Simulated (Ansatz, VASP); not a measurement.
# Re (Rhenium) in two plane-wave programs, part 2 of 2

Aim: how closely do two programs agree when they are given the same cell, functional and k mesh? The structure shown is the end of the Ansatz relaxation below.

VASP 6.6.1 and Ansatz 0.2.0.

So far: Starting point; Ansatz: relaxation, LDA; VASP: single point, LDA, pair 1; Comparison; VASP: single point, LDA, pair 2.

## 6. VASP: single point, LDA, pair 2 (continued)

Level of this step: LDA; plane waves and PAW (Re) (VASP).

Numbers of over 12 decimals in the logs are rounded to 6 here.

Parts of OUTCAR (step 6):

```text
  Total        0.2536040      0.2536040     -2.9688951      0.0000000      0.0000000      0.0000000
  in kB       13.9478208     13.9478208   -163.2845435      0.0000000      0.0000000      0.0000000
  external PRESSURE =     -45.1296340 kB  Pullay stress =       0.0000000 kB

 POSITION                                       TOTAL-FORCE (eV/Angst)
 -----------------------------------------------------------------------------------
     -0.00000      1.57005      1.13716         0.000000      0.000000      0.000000
      1.35971      0.78503      3.41147        -0.000000      0.000000      0.000000
 -----------------------------------------------------------------------------------
    total drift:                               -0.000000      0.000000     -0.000000

  FREE ENERGIE OF THE ION-ELECTRON SYSTEM (eV)
  ---------------------------------------------------
  free  energy   TOTEN  =       -27.4861713661 eV

  energy  without entropy=      -27.4867045967  energy(sigma->0) =      -27.48634911

[... 1 part as in an earlier step ...]

[... 2 further parts left out ...]
[key lines of the parts left out:]
E-fermi :   8.0269
```

The run ends at a pressure of -4.51 GPa.

## 7. Differences

What differs besides the data sets and the points named for the pairs above, as far as they apply: the data sets hold 30 valence electrons in Ansatz (on its PAW soft_1 files) and 14 in VASP. Total energies have different zeros and are not compared.

The two programs side by side:

| quantity | Ansatz | VASP | difference |
| --- | --- | --- | --- |
| pressure (GPa) | -5.90 | -4.51 | -1.38 |

## 8. Ansatz: relaxation, LDA

This run makes the geometry at which the two programs are then compared. The cell compared in this pair holds 29.30 Å³, against 29.13 Å³ for the pair before.

The structure compared here is the end of the Ansatz relaxation.

Contents of input.yaml:

```yaml
crystal:
  lattice:
    - [2.7194115556, 0.0, 0.0]
    - [-1.3597057778, 2.3550794905, 0.0]
    - [0.0, 0.0, 4.5927834323]
  atoms:
    - { symbol: Re, position: [0.3333333315, 0.6666666685, 0.25] }
    - { symbol: Re, position: [0.6666666685, 0.3333333315, 0.75] }
kpoints:
  mp_grid: { grid: [18, 18, 12] }
hamiltonian:
  xc: lda
  pseudopotentials: { kind: paw, azcp: { folder: soft_1 }, xc_functional: pbe }
scf:
  occupations: { method: methfessel_paxton, width: 0.2 }
output:
  forces: true
  stress: true
  eigenvalues: true
relax:
  adjacent_minimum: "off"
  f_tol: 0.001
  max_steps: 60
  cell: { stress_tol: 0.01, fix: [c, angles] }
```

Launch:

```
> ansatz run input.yaml --threads 4 --pin off --max-ram 10240MiB --backend cpu --events-out ev --progress --plain --runs-dir out
```

The program printed:

```text
[...]
Crystal: 2 atoms, lattice volume = 29.414 Å³
Basis set: ecut = 420 eV, 573 PW (Γ)
Bands: 19, of which v1, the nominal top of the filled ones, is band 15 counted from 1 (14 counted from 0)
Symmetry: 8 space group operations
k-points: 637 of 3888
[...]
k-point 636: bands = [... 11 lower, 19.4887, 24.3798, 24.3798, 24.8232, 24.8232, 28.4599, 28.4599, 28.5454]
--- Relaxed structure (4 steps of the walk, 3 accepted, 1 SCFs on fresh bases) ---
[...]
cell:  # Å, volume = 29.2994 Å³
    - [2.714101, -8.072411388177719e-19, 0.0]
    - [-1.357051, 2.350481, 0.0]
    - [0.0, 0.0, 4.5927834323]
  atoms:
    - { symbol: Re, position: [0.333333, 0.666667, 0.25] }
    - { symbol: Re, position: [0.666667, 0.333333, 0.75] }
[key lines of the parts left out:]
SCF converged after 4 iterations
Free energy (F): -21217.076848 eV
Fermi energy:    23.865458 eV
P = ⅓ Tr σ = -7.6524 GPa (-76.524 kbar)
```

## 9. VASP: single point, LDA, pair 3

The same cell, functional (in two slightly different forms), mesh and smearing now go to VASP, with its own data sets.

Contents of INCAR:

```
SYSTEM = Re
PREC = Accurate
ENCUT = 600
EDIFF = 1E-06
NELM = 120
ISMEAR = 1
SIGMA = 0.2
LREAL = .FALSE.
ALGO = Normal
GGA = CA
NBANDS = 13
LASPH = .TRUE.
LORBIT = 11
LWAVE = .FALSE.
LCHARG = .FALSE.
ISIF = 2
GGA_COMPAT = .FALSE.
KPAR = 2
```

Contents of POSCAR:

```
Re
1.0
    2.7141012113      0.0000000000      0.0000000000
   -1.3570506057      2.3504805975      0.0000000000
    0.0000000000      0.0000000000      4.5927834323
Re
2
Direct
    0.3333333333      0.6666666667      0.2500000000
    0.6666666667      0.3333333333      0.7500000000
```

Contents of KPOINTS:

```
Automatic mesh
0
Gamma
18 18 12
0 0 0
```

PAW data sets: Re (LDA family, release 64).

Launch:

```
> mpirun -np 2 vasp_std
```

The program printed:

```text
[... set-up lines as in an earlier step ...]
 entering main loop
       N       E                     dE             d eps       ncg     rms          rms(c)
DAV:   1     0.115970725055E+03    0.11597E+03   -0.63971E+03  7474   0.122E+03
DAV:   2    -0.202063832393E+02   -0.13618E+03   -0.11955E+03 10613   0.436E+02
DAV:   3    -0.287404137666E+02   -0.85340E+01   -0.74157E+01 11244   0.145E+02
DAV:   4    -0.289370141941E+02   -0.19660E+00   -0.19064E+00 11102   0.134E+01
[...]
DAV:   9    -0.274517043137E+02    0.12012E-02   -0.47998E-04 10245   0.201E-01    0.415E-02
DAV:  10    -0.274517120195E+02   -0.77058E-05   -0.37865E-05 10820   0.601E-02    0.204E-02
DAV:  11    -0.274517121462E+02   -0.12666E-06   -0.67465E-07  6165   0.104E-02
   1 F= -.27451712E+02 E0= -.27451611E+02  d E =-.302586E-03
```

OUTCAR, selected parts (step 9):

```text
  Total        0.2383320      0.2383320     -3.9593597     -0.0000000      0.0000000      0.0000000
  in kB       13.0326944     13.0326944   -216.5094527     -0.0000000      0.0000000      0.0000000
  external PRESSURE =     -63.4813546 kB  Pullay stress =       0.0000000 kB

 POSITION                                       TOTAL-FORCE (eV/Angst)
 -----------------------------------------------------------------------------------
     -0.00000      1.56699      1.14820         0.000000     -0.000000      0.000000
      1.35705      0.78349      3.44459        -0.000000      0.000000      0.000000
 -----------------------------------------------------------------------------------
    total drift:                               -0.000000      0.000000     -0.000000

  FREE ENERGIE OF THE ION-ELECTRON SYSTEM (eV)
  ---------------------------------------------------
  free  energy   TOTEN  =       -27.4517121462 eV

  energy  without entropy=      -27.4514095601  energy(sigma->0) =      -27.45161128

[... 1 part as in an earlier step ...]

[... 2 further parts left out ...]
[key lines of the parts left out:]
E-fermi :   7.9754
```

The run ends at a pressure of -6.35 GPa.

## 10. Differences

What differs besides the data sets and the points named for the pairs above, as far as they apply: the data sets hold 30 valence electrons in Ansatz (on its PAW soft_1 files) and 14 in VASP. Total energies have different zeros and are not compared.

The two programs side by side:

| quantity | Ansatz | VASP | difference |
| --- | --- | --- | --- |
| pressure (GPa) | -7.65 | -6.35 | -1.30 |

## 11. Summary of results

```json
{
 "difference in pressure (single point, LDA, pair 1)": "-1.5 GPa",
 "difference in pressure (single point, LDA, pair 2)": "-1.4 GPa",
 "difference in pressure (single point, LDA, pair 3)": "-1.3 GPa"
}
```

What this shows: The difference in pressure is -1.5 GPa (single point, LDA, pair 1), beyond the 1 GPa picked in this series as the mark of a large difference. The data sets hold unlike numbers of valence electrons (30 in Ansatz and 14 in VASP), so part of the differences comes from the potentials. What causes the difference of the single point, LDA, pair 1 pair stays open here. What causes the difference of the single point, LDA, pair 2 pair stays open here. What causes the difference of the single point, LDA, pair 3 pair stays open here. How closely two codes agree says nothing of how well the functional describes the real material.

[Lines on the potential files, build, host, timing and source positions are cut from VASP's logs without a mark.]

[Logs are printed without paths, hosts, clocks, repeated set-up lines and the standing remarks that a program may print on its own settings, such as how far it seeks lower states.]

[Hosts, paths, dates, database ids (printed as entryN), source tags and the programs' standing remarks are cut or masked in the printed files.]
